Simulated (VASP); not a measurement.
# RPA total energies of C (Diamond), part 5 of 6

How do semilocal functionals compare with the RPA for C (Diamond), and at what cost? The scan starts from a database cell scaled to its smallest volume. The start is a cell from a database of measured crystal structures.

VASP 6.6.1, plane waves and PAW; the level of theory is named at each step.

So far. Step 24 (Exact exchange, volume ratio 1.03): The Hartree-Fock energy on these orbitals is -15.1467 eV an atom. Step 25 (Empty bands, volume ratio 1.03): WAVECAR now holds 360 bands for 8 electrons.

## Step 26: RPA correlation, volume ratio 1.03

This step: RPA correlation on PBE orbitals; plane waves and PAW (C_GW) (VASP 6.6.1).

RPA correlation at this point.

Contents of INCAR:

```
SYSTEM = C
PREC = Accurate
ENCUT = 560
ISMEAR = 0
SIGMA = 0.05
LREAL = .FALSE.
GGA = PE
NBANDS = 360
ALGO = ACFDT
ENCUTGW = 200
NOMEGA = 12
PRECFOCK = Fast
LWAVE = .FALSE.
LCHARG = .FALSE.
```

Contents of POSCAR:

```
C
1.0
    0.0000000000      1.8010282771      1.8010282771
    1.8010282771      0.0000000000      1.8010282771
    1.8010282771      1.8010282771      0.0000000000
C
2
Direct
    0.7500000000      0.7500000000      0.7500000000
    0.5000000000      0.5000000000      0.5000000000
```

Contents of KPOINTS:

```
Automatic mesh
0
Gamma
6 6 6
0 0 0
```

PAW data sets: C_GW (PBE family, release 64).

Command:

```sh
> mpirun -np 8 vasp_std
```

The program printed:

```text
[banner, memory and clock lines left out]
running    8 mpi-ranks, on    1 nodes
[...]
[... a notice as in an earlier step ...]

 LDA part: xc-table for (Slater+PW92), standard interpolation
 found WAVECAR, reading the header
 POSCAR, INCAR and KPOINTS ok, starting setup
[...]
reading WAVECAR
 the WAVECAR file was read successfully
 initial charge from wavefunction
 available memory per node:     54.14 GB, setting MAXMEM to     55439

 The Fermi energy was updated, please check that it is located mid-gap
 values below the HOMO (VB) or above the LUMO (CB) will cause erroneous energies
 E-fermi :  11.3827

 the WAVEDER file was read successfully
 set NWRITE>2 for more details about minimax calculation
 number of imaginary grid points requested:      12
 number of distinct grids requested:  1
 quadrature errors minimized for energies in [ 0.409E+01, 0.562E+03 ]
 bosonic grid (T=0, re) determined with error: 0.4941E-08
 bosonic grid (re): 0.4941E-08
[...]
NQ=  10    0.3333    0.3333    0.0000,
|.........|.........|.........|.........
 performed      36910000 updates of chi_q(r,r)
 total number of BLAS operations       1579.63 Gflops
NQ=  11    0.5000    0.3333    0.0000,
|.........|.........|.........|.........
 performed      40601000 updates of chi_q(r,r)
 total number of BLAS operations       1750.19 Gflops
NQ=  12   -0.3333    0.3333    0.0000,
|.........|.........|.........|.........
 performed      44292000 updates of chi_q(r,r)
 total number of BLAS operations       1943.92 Gflops
NQ=  13    0.5000    0.5000    0.0000,
|.........|.........|.........|.........
 performed      47983000 updates of chi_q(r,r)
 total number of BLAS operations       2132.90 Gflops
NQ=  14    0.5000    0.3333    0.1667,
|.........|.........|.........|.........
 performed      51674000 updates of chi_q(r,r)
 total number of BLAS operations       2303.45 Gflops
NQ=  15   -0.3333    0.3333    0.1667,
|.........|.........|.........|.........
 performed      55365000 updates of chi_q(r,r)
 total number of BLAS operations       2474.01 Gflops
NQ=  16   -0.3333    0.5000    0.1667,
|.........|.........|.........|.........
 performed      59056000 updates of chi_q(r,r)
 total number of BLAS operations       2644.56 Gflops
 entering main loop
```

The job ended after 31 s (8 MPI ranks of Intel Xeon 6975P-C (Granite Rapids), shared host; peak memory 1.4 GiB).

From OUTCAR (step 26):

```text
      cutoff energy     smooth cutoff   RPA   correlation   Hartree contr. to MP2
---------------------------------------------------------------------------------
            200.000           160.000      -12.8354428269      -20.0663640853
            190.476           152.381      -12.7434084007      -19.9625129463
            181.406           145.125      -12.6461618115      -19.8522511399
            172.768           138.214      -12.5407694422      -19.7322667189
            164.541           131.632      -12.4302150308      -19.6060650670
            156.705           125.364      -12.3130829196      -19.4717935143
            149.243           119.394      -12.1867218220      -19.3260397356
            142.136           113.709      -12.0552415122      -19.1725279971
  linear regression

[... 2 parts as in an earlier step ...]

[... 2 further parts left out ...]
[key lines of the parts left out:]
E-fermi :  11.3827
```

The correlation energy is -6.9990 eV an atom, -16 meV against the point before. With exact exchange the total is -22.1457 eV an atom.

## Step 27: Comparison: r2SCAN, volume ratio 1.03

This step: r2SCAN; plane waves and PAW (C_GW) (VASP 6.6.1).

The comparison at this point.

Contents of INCAR:

```
SYSTEM = C
PREC = Accurate
ENCUT = 560
EDIFF = 1E-06
NELM = 100
ISMEAR = 0
SIGMA = 0.05
LREAL = .FALSE.
ALGO = Normal
METAGGA = R2SCAN
LASPH = .TRUE.
NBANDS = 10
LWAVE = .FALSE.
LCHARG = .FALSE.
KPAR = 8
```

POSCAR is that of step 26.

KPOINTS is that of step 26.

Command:

```sh
> mpirun -np 8 vasp_std
```

The program printed:

```text
[... set-up lines as in an earlier step ...]
 entering main loop
       N       E                     dE             d eps       ncg     rms          rms(c)
DAV:   1     0.188930E+02    0.18893E+02   -0.51112E+03   320   0.867E+02
DAV:   2    -0.220238E+02   -0.40917E+02   -0.38426E+02   406   0.249E+02
DAV:   3    -0.228971E+02   -0.87324E+00   -0.86980E+00   380   0.285E+01
DAV:   4    -0.229010E+02   -0.39659E-02   -0.39656E-02   388   0.225E+00
[...]
DAV:   9    -0.196653E+02   -0.85216E-04   -0.45144E-05   410   0.119E-01    0.115E-02
DAV:  10    -0.196653E+02   -0.45040E-05   -0.17979E-06   392   0.182E-02    0.255E-03
DAV:  11    -0.196653E+02    0.93839E-07   -0.36182E-07   194   0.678E-03
   1 F= -.19665295E+02 E0= -.19665295E+02  d E =-.175552E-13
```

Elapsed: 3.8 s, on 8 MPI ranks; peak memory 0.82 GiB.

OUTCAR, selected parts (step 27):

```text
  Total       -1.0691066     -1.0691066     -1.0691066      0.0000000     -0.0000000     -0.0000000
  in kB     -146.6020425   -146.6020425   -146.6020425      0.0000000     -0.0000000     -0.0000000
  external PRESSURE =    -146.6020425 kB  Pullay stress =       0.0000000 kB

  FREE ENERGIE OF THE ION-ELECTRON SYSTEM (eV)
  ---------------------------------------------------
  free  energy   TOTEN  =       -19.6652949573 eV

  energy  without entropy=      -19.6652949573  energy(sigma->0) =      -19.66529496

[... 3 parts as in an earlier step ...]

[... 1 further part left out ...]
[key lines of the parts left out:]
E-fermi :   9.5664
```

Its energy is -9.8326 eV an atom, on a zero of its own.

## Step 28: Orbitals for comparison: HSE06, volume ratio 1.03

This step: PBE; plane waves and PAW (C_GW) (VASP 6.6.1).

Starting orbitals, as before.

Contents of INCAR:

```
SYSTEM = C
PREC = Accurate
ENCUT = 560
EDIFF = 1E-05
NELM = 100
ISMEAR = 0
SIGMA = 0.05
LREAL = .FALSE.
ALGO = Normal
GGA = PE
NBANDS = 10
LORBIT = 11
LWAVE = .TRUE.
LCHARG = .FALSE.
KPAR = 8
```

POSCAR is that of step 27.

KPOINTS is that of step 27.

Command:

```sh
> mpirun -np 8 vasp_std
```

The program printed:

```text
[... set-up lines as in an earlier step ...]
 entering main loop
       N       E                     dE             d eps       ncg     rms          rms(c)
[... 10 cycles as in an earlier step ...]
DAV:  11    -0.181895E+02   -0.25019E-06   -0.31417E-07   176   0.594E-03
   1 F= -.18189517E+02 E0= -.18189517E+02  d E =-.134260E-22
 writing wavefunctions
```

The job ended after 1.6 s (8 MPI ranks; peak memory 0.82 GiB; 5.9 s of CPU time).

Parts of OUTCAR (step 28):

```text
  Total       -0.7774253     -0.7774253     -0.7774253      0.0000000      0.0000000     -0.0000000
  in kB     -106.6050161   -106.6050161   -106.6050161      0.0000000      0.0000000     -0.0000000
  external PRESSURE =    -106.6050161 kB  Pullay stress =       0.0000000 kB

 POSITION                                       TOTAL-FORCE (eV/Angst)
 -----------------------------------------------------------------------------------
      2.70154      2.70154      2.70154        -0.000000     -0.000000     -0.000000
      1.80103      1.80103      1.80103         0.000000      0.000000      0.000000
 -----------------------------------------------------------------------------------
    total drift:                                0.000000     -0.000000      0.000000

  FREE ENERGIE OF THE ION-ELECTRON SYSTEM (eV)
  ---------------------------------------------------
  free  energy   TOTEN  =       -18.1895169752 eV

  energy  without entropy=      -18.1895169752  energy(sigma->0) =      -18.18951698

[... 2 parts as in an earlier step ...]

[... 1 further part left out ...]
[key lines of the parts left out:]
E-fermi :   9.6740
```

The run ends at a pressure of -10.66 GPa.

## Step 29: Comparison: HSE06, volume ratio 1.03

This step: HSE06; plane waves and PAW (C_GW) (VASP 6.6.1).

The comparison at this point.

Contents of INCAR:

```
SYSTEM = C
PREC = Accurate
ENCUT = 560
EDIFF = 1E-06
NELM = 100
ISMEAR = 0
SIGMA = 0.05
LREAL = .FALSE.
ALGO = Normal
LHFCALC = .TRUE.
AEXX = 0.25
GGA = PE
HFSCREEN = 0.2
LASPH = .TRUE.
NBANDS = 10
PRECFOCK = Fast
LWAVE = .FALSE.
LCHARG = .FALSE.
KPAR = 8
```

POSCAR is that of step 28.

KPOINTS is that of step 28.

The run starts from files that an earlier step left in the folder.

Command:

```sh
> mpirun -np 8 vasp_std
```

The program printed:

```text
[... set-up lines as in an earlier step ...]
 entering main loop
       N       E                     dE             d eps       ncg     rms          rms(c)
DAV:   1    -0.210881E+02   -0.21088E+02   -0.30903E-01   444   0.714E+00    0.356E-01
DAV:   2    -0.210883E+02   -0.19256E-03   -0.14502E-03   346   0.314E-01    0.222E-01
DAV:   3    -0.210876E+02    0.65983E-03   -0.41821E-04   372   0.252E-01    0.124E-01
DAV:   4    -0.210875E+02    0.17711E-03   -0.13176E-04   452   0.146E-01    0.692E-02
DAV:   5    -0.210874E+02    0.48214E-04   -0.32188E-05   456   0.754E-02    0.390E-02
DAV:   6    -0.210874E+02    0.13562E-04   -0.75904E-06   456   0.381E-02    0.223E-02
DAV:   7    -0.210874E+02    0.39874E-05   -0.18719E-06   316   0.196E-02    0.128E-02
DAV:   8    -0.210874E+02    0.11439E-05   -0.43776E-07   168   0.101E-02    0.749E-03
DAV:   9    -0.210874E+02    0.33948E-06   -0.19619E-07   160   0.501E-03
   1 F= -.21087389E+02 E0= -.21087389E+02  d E =-.138564E-12
```

Run time: 11 s. Hardware: 8 MPI ranks; peak memory 1.5 GiB.

From OUTCAR (step 29):

```text
 POSITION                                       TOTAL-FORCE (eV/Angst)
 -----------------------------------------------------------------------------------
      2.70154      2.70154      2.70154        -0.000000     -0.000000      0.000000
      1.80103      1.80103      1.80103         0.000000      0.000000     -0.000000
 -----------------------------------------------------------------------------------
    total drift:                               -0.000000     -0.000000     -0.000000

  FREE ENERGIE OF THE ION-ELECTRON SYSTEM (eV)
  ---------------------------------------------------
  free  energy   TOTEN  =       -21.0873888633 eV

  energy  without entropy=      -21.0873888633  energy(sigma->0) =      -21.08738886

[... 2 parts as in an earlier step ...]

[... 1 further part left out ...]
[key lines of the parts left out:]
E-fermi :   8.9406
```

Its energy is -10.5437 eV an atom, on a zero of its own.

## Step 30: Orbitals, volume ratio 1.06

This step: PBE; plane waves and PAW (C_GW) (VASP 6.6.1).

The same chain follows at a volume ratio of 1.06.

Contents of INCAR:

```
SYSTEM = C
PREC = Accurate
ENCUT = 560
EDIFF = 1E-08
NELM = 100
ISMEAR = 0
SIGMA = 0.05
LREAL = .FALSE.
ALGO = Normal
GGA = PE
NBANDS = 10
LORBIT = 11
LWAVE = .TRUE.
LCHARG = .FALSE.
KPAR = 8
```

Contents of POSCAR:

```
C
1.0
    0.0000000000      1.8183469191      1.8183469191
    1.8183469191      0.0000000000      1.8183469191
    1.8183469191      1.8183469191      0.0000000000
C
2
Direct
    0.7500000000      0.7500000000      0.7500000000
    0.5000000000      0.5000000000      0.5000000000
```

KPOINTS is that of step 29.

Command:

```sh
> mpirun -np 8 vasp_std
```

The program printed:

```text
[... set-up lines as in an earlier step ...]
 entering main loop
       N       E                     dE             d eps       ncg     rms          rms(c)
DAV:   1     0.224017E+02    0.22402E+02   -0.46644E+03   328   0.816E+02
DAV:   2    -0.177541E+02   -0.40156E+02   -0.37807E+02   392   0.237E+02
DAV:   3    -0.186969E+02   -0.94285E+00   -0.93931E+00   418   0.284E+01
DAV:   4    -0.187007E+02   -0.37947E-02   -0.37939E-02   382   0.174E+00
[...]
DAV:  11    -0.181557E+02   -0.23805E-06   -0.30563E-07   418   0.575E-03    0.411E-04
DAV:  12    -0.181557E+02   -0.11744E-06   -0.99269E-09   362   0.126E-03    0.340E-05
DAV:  13    -0.181557E+02   -0.44042E-08   -0.39244E-11   196   0.819E-05
   1 F= -.18155711E+02 E0= -.18155711E+02  d E =-.288740E-12
 writing wavefunctions
```

Wall time 1.6 s (8 MPI ranks); peak memory 0.85 GiB.

From OUTCAR (step 30):

```text
  Total       -1.6037684     -1.6037684     -1.6037684     -0.0000000      0.0000000     -0.0000000
  in kB     -213.6938428   -213.6938428   -213.6938428     -0.0000000      0.0000000     -0.0000000
  external PRESSURE =    -213.6938428 kB  Pullay stress =       0.0000000 kB

 POSITION                                       TOTAL-FORCE (eV/Angst)
 -----------------------------------------------------------------------------------
      2.72752      2.72752      2.72752         0.000000     -0.000000     -0.000000
      1.81835      1.81835      1.81835        -0.000000      0.000000      0.000000
 -----------------------------------------------------------------------------------
    total drift:                                0.000000     -0.000000      0.000000

  FREE ENERGIE OF THE ION-ELECTRON SYSTEM (eV)
  ---------------------------------------------------
  free  energy   TOTEN  =       -18.1557106076 eV

  energy  without entropy=      -18.1557106076  energy(sigma->0) =      -18.15571061

[... 1 part as in an earlier step ...]

[... 2 further parts left out ...]
[key lines of the parts left out:]
E-fermi :   9.1657
```

The run ends at a pressure of -21.37 GPa.

## Step 31: Exact exchange, volume ratio 1.06

This step: Hartree-Fock energy on PBE orbitals; plane waves and PAW (C_GW) (VASP 6.6.1).

Exact exchange at this point.

Contents of INCAR:

```
SYSTEM = C
PREC = Accurate
ENCUT = 560
ISMEAR = 0
SIGMA = 0.05
LREAL = .FALSE.
GGA = PE
NBANDS = 10
ALGO = Eigenval
NELM = 1
LHFCALC = .TRUE.
AEXX = 1
ALDAC = 0
AGGAC = 0
PRECFOCK = Normal
LWAVE = .FALSE.
LCHARG = .FALSE.
```

POSCAR is that of step 30.

KPOINTS is that of step 30.

The run starts from files that an earlier step left in the folder.

Command:

```sh
> mpirun -np 8 vasp_std
```

The program printed:

```text
[... set-up lines as in an earlier step ...]
 entering main loop
       N       E                     dE             d eps       ncg     rms          rms(c)
EIG:   1    -0.302305E+02   -0.30230E+02    0.00000E+00     0   0.000E+00
   1 F= -.30230483E+02 E0= -.30230483E+02  d E =-.130480E-52
```

Elapsed: 7.4 s, on 8 MPI ranks; peak memory 0.75 GiB.

Parts of OUTCAR (step 31):

```text
 POSITION                                       TOTAL-FORCE (eV/Angst)
 -----------------------------------------------------------------------------------
      2.72752      2.72752      2.72752        -0.000000      0.000000     -0.000000
      1.81835      1.81835      1.81835         0.000000     -0.000000      0.000000
 -----------------------------------------------------------------------------------
    total drift:                                0.000000      0.000000     -0.000000

  FREE ENERGIE OF THE ION-ELECTRON SYSTEM (eV)
  ---------------------------------------------------
  free  energy   TOTEN  =       -30.2304833665 eV

  energy  without entropy=      -30.2304833665  energy(sigma->0) =      -30.23048337

[... 2 parts as in an earlier step ...]

[... 1 further part left out ...]
[key lines of the parts left out:]
E-fermi :   9.4701
```

The Hartree-Fock energy on these orbitals is -15.1152 eV an atom.

## Step 32: Empty bands, volume ratio 1.06

This step: PBE; plane waves and PAW (C_GW) (VASP 6.6.1).

The empty bands are made again, for the run that follows.

Contents of INCAR:

```
SYSTEM = C
PREC = Accurate
ENCUT = 560
ISMEAR = 0
SIGMA = 0.05
LREAL = .FALSE.
GGA = PE
NBANDS = 368
ALGO = Exact
NELM = 1
LWAVE = .TRUE.
LCHARG = .FALSE.
LOPTICS = .TRUE.
NEDOS = 1000
CSHIFT = 0.1
```

POSCAR is that of step 31.

KPOINTS is that of step 31.

Command:

```sh
> mpirun -np 8 vasp_std
```

The program printed:

```text
[banner, memory and clock lines left out]
running    8 mpi-ranks, on    1 nodes
[...]
[... a notice as in an earlier step ...]

 LDA part: xc-table for (Slater+PW92), standard interpolation
 found WAVECAR, reading the header
  number of bands has changed, file:    10 present:   368
  trying to continue reading WAVECAR, but it might fail
 POSCAR, INCAR and KPOINTS ok, starting setup
[...]
reading WAVECAR
 random initialization beyond band           10
 the WAVECAR file was read successfully
 initial charge from wavefunction
 entering main loop
       N       E                     dE             d eps       ncg     rms          rms(c)
DIA:   1    -0.181557E+02   -0.18156E+02    0.00000E+00     0   0.000E+00
   1 F= -.18155711E+02 E0= -.18155711E+02  d E =-.192910E-16
 writing wavefunctions
 optical routines
 imaginary and real dielectric function
 recalculating local potential from charge density
 direction            1
 direction            2
 direction            3
```

Wall time 3.2 s (8 MPI ranks); peak memory 0.83 GiB.

OUTCAR, selected parts (step 32):

```text
  Total       -1.6037676     -1.6037676     -1.6037676     -0.0000000      0.0000000     -0.0000000
  in kB     -213.6937332   -213.6937332   -213.6937332     -0.0000000      0.0000000     -0.0000000
  external PRESSURE =    -213.6937332 kB  Pullay stress =       0.0000000 kB

 POSITION                                       TOTAL-FORCE (eV/Angst)
 -----------------------------------------------------------------------------------
      2.72752      2.72752      2.72752        -0.000000     -0.000000     -0.000000
      1.81835      1.81835      1.81835         0.000000      0.000000      0.000000
 -----------------------------------------------------------------------------------
    total drift:                                0.000000     -0.000000      0.000000

  FREE ENERGIE OF THE ION-ELECTRON SYSTEM (eV)
  ---------------------------------------------------
  free  energy   TOTEN  =       -18.1557106055 eV

  energy  without entropy=      -18.1557106055  energy(sigma->0) =      -18.15571061

[... 1 part as in an earlier step ...]

[... 2 further parts left out ...]
[key lines of the parts left out:]
E-fermi :   9.2132
```

WAVECAR now holds 368 bands for 8 electrons.

(Part 5 of 6 ends here.)

[Long decimals in the printed logs are rounded to 6 places.]

[Lines on the potential files, build, host, timing and source positions are cut from VASP's logs without a mark.]

[Logs are printed without paths, hosts, clocks, repeated set-up lines and the standing remarks that a program may print on its own settings, such as how far it seeks lower states.]

[Hosts, paths, dates, database ids (printed as entryN), source tags and the programs' standing remarks are cut or masked in the printed files.]

[Measured values are set beside computed ones only where the two were judged alike; some that the calculation misses by far are left out.]

[Pressures printed for these runs are not shown converged in the cutoff: they can be off by several GPa and have the wrong sign.]
